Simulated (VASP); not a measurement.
Input:

```xyz
1
Lattice="-1.6830 1.6830 1.6830 1.6830 -1.6830 1.6830 1.6830 1.6830 -1.6830" Properties=species:S:1:pos:R:3 pbc="T T T"
Ta     0.0000     0.0000     0.0000
```

Level of theory: PBE GGA, VASP's PBE PAW potentials (set 64) (plane waves; VASP). Numerical set-up: 400 eV cut-off, 14×14×14 Γ-centred mesh, first-order Methfessel-Paxton smearing of 0.10 eV, potentials Ta_pv.

Unless said otherwise, spin-orbit coupling is left out, though it shifts the bands of the heavy elements here.

Problem. What does the run give for the energy per atom (σ→0), pressure, band gap (on the k-mesh) with the smallest direct gap where there is one?

Solution. 
The band gap (on the k-mesh) is none (metal, semimetal or under 0.01 eV). The energy per atom (σ→0) is -11.799 eV/atom. The pressure is -7.99 GPa.

The compound is Ta in the bcc structure. The cell was not relaxed at this level.
